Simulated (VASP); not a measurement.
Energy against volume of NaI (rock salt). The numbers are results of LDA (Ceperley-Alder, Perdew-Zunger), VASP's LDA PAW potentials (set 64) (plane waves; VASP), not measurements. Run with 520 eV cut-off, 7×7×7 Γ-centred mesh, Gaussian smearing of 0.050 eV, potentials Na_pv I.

```json
[
 {"V (Å³/atom)": "28.857", "E (eV/atom)": "-3.00025"},
 {"V (Å³/atom)": "29.778", "E (eV/atom)": "-3.00654"},
 {"V (Å³/atom)": "30.699", "E (eV/atom)": "-3.00854"},
 {"V (Å³/atom)": "31.620", "E (eV/atom)": "-3.00693"}
]
```

Task: Fit these four points and predict the energy of the run at 32.541 Å³/atom.

Result: A cubic in V^(−2/3), the third-order Birch-Murnaghan form, passes through the four points with V0 = 30.72 Å³/atom and B0 = 21 GPa, and gives -3.0023 eV/atom there. The run gave -3.0023 eV/atom, -0.0 meV/atom from the fit; all five points give B0 = 21 GPa.

The compound is NaI in the rock salt structure. It was relaxed first, which changed the volume by -9 %.
